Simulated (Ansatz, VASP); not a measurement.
## NaHgF3 in VASP and in Ansatz

The input INCAR:

```
ALGO     = Normal         # electronic algorithm
EDIFF    = 1E-6           # SCF threshold, eV
EDIFFG   = -0.005         # ionic threshold
ENCUT    = 600            # plane-wave cutoff, eV
GGA      = PE             # functional
IBRION   = 2              # ionic algorithm
ISIF     = 3              # what is computed and relaxed
ISMEAR   = 0              # smearing method
LASPH    = True           # aspherical terms in the spheres
LCHARG   = False          # write CHGCAR
LREAL    = False          # projectors in reciprocal space
LWAVE    = False          # write WAVECAR
NELM     = 100            # most SCF steps
NSW      = 100            # ionic steps
PREC     = Accurate       # precision mode
SIGMA    = 0.02           # smearing width, eV
```

File KPOINTS:

```
k-points
0
Gamma
  8 8 8
```

POSCAR

```
NaHgF3
1.0
    4.5662929107      0.0000000000      0.0000000000
    0.0000000000      4.5662929107      0.0000000000
    0.0000000000      0.0000000000      4.5662929107
Na Hg F
1 1 3
Direct
    0.0000000000      0.0000000000      0.0000000000
    0.5000000000      0.5000000000      0.5000000000
    0.0000000000      0.5000000000      0.5000000000
    0.5000000000      0.0000000000      0.5000000000
    0.5000000000      0.5000000000      0.0000000000
```

Input for Ansatz:

```yaml
crystal:
  lattice:
    - [4.5662929107, 0.0, 0.0]
    - [0.0, 4.5662929107, 0.0]
    - [0.0, 0.0, 4.5662929107]
  atoms:
    - { symbol: Na, position: [0.0, 0.0, 0.0] }
    - { symbol: Hg, position: [0.5, 0.5, 0.5] }
    - { symbol: F, position: [0.0, 0.5, 0.5] }
    - { symbol: F, position: [0.5, 0.0, 0.5] }
    - { symbol: F, position: [0.5, 0.5, 0.0] }
basis:
  ecutwfc: 420
kpoints:
  mp_grid: { grid: [8, 8, 8] }
hamiltonian:
  xc: pbe
scf:
  occupations: { method: gaussian, width: 0.02 }
output:
  forces: true
  stress: true
  eigenvalues: true
relax:
  adjacent_minimum: "off"
  f_tol: 0.005
  max_steps: 80
  cell: { stress_tol: 0.05 }
```

The cell comes from a database or a generator and needn't be the stable form of this composition.

Alike in both runs: task relaxation of cell and atoms; functional PBE; k mesh 8 × 8 × 8; occupations gaussian, width 0.02 eV; no spin polarisation.

|  | VASP | Ansatz |
| --- | --- | --- |
| version | VASP 6.6.1 | Ansatz 0.2.0 |
| potentials or method | VASP PAW PBE potentials, release 64 (Na_pv, Hg, F) | scalar-relativistic, plane waves, PAW |
| plane-wave cutoff (eV) | 600 | 420 |
| valence electrons in the cell | 40 | 50 |

|  | VASP | Ansatz | Ansatz less VASP |
| --- | --- | --- | --- |
| gap on the k mesh at the Fermi level, each at its own relaxed structure (eV) | 0.38 | 0.40 | +0.022 |
| relaxed volume (Å³/atom) | 19.04 | 18.98 | -0.061 |
| relaxed cell length with the largest relative difference (Å) | 4.566 | 4.561 | -0.0049 |

The two sets of potentials don't hold the same shells in valence.

Caveats: the relaxation stopped at its first step, so nothing moved; spin-orbit coupling is left out, which moves the levels of the heavy elements.
